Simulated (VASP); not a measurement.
All values below come from PBE GGA, VASP's PBE PAW potentials (set 64) (plane waves; VASP 6.6.1).

The input files of a VASP run:

KPOINTS:
```
Automatic mesh
0
Gamma
4 4 2
0 0 0
```

INCAR:
```
# general
SYSTEM  = CsI
PREC    = Accurate
ENCUT   = 400
LREAL   = .False.
LASPH   = .True.

# electronic loop
EDIFF   = 1E-4
NELM    = 100
ALGO    = Normal
LMAXMIX = 4

# smearing
ISMEAR  = 0
SIGMA   = 0.05

# functional
GGA     = PE

# ions
ISIF    = 2

# output
LWAVE   = .False.
LCHARG  = .False.
```

### POSCAR
```
CsI
1.0
  4.7463080000  -3.4685340000   0.0000000000
  4.7463080000   3.4685340000   0.0000000000
 -1.7227370000   0.0000000000  10.2507020000
Cs I
2 2
Direct
  0.0000000000   0.5000000000   0.0000000000
  0.5000000000   0.0000000000   0.5000000000
  0.5816000000   0.4184000000   0.2500000000
  0.4184000000   0.5816000000   0.7500000000
```

POTCAR, in this order: Cs_sv I (PBE.64 set). Program: vasp_std.

What will the output report for the number of irreducible k-points (NKPTS), number of bands (NBANDS), largest plane-wave count, number of space-group operations, FFT grid (NGX, NGY, NGZ)?

The number of irreducible k-points (NKPTS) is 14 and the number of bands (NBANDS) comes out as 20. The largest plane-wave count is 6162. The number of space-group operations is 4. The FFT grid (NGX, NGY, NGZ) is 40 × 40 × 70.

The structure was generated: CsI was put into the tenorite type (C2/c), which need not be its known phase. The cell was not relaxed at this level. The run is one of a series of settings (EDIFF = 1E-4 against the base run), some of them coarse on purpose.
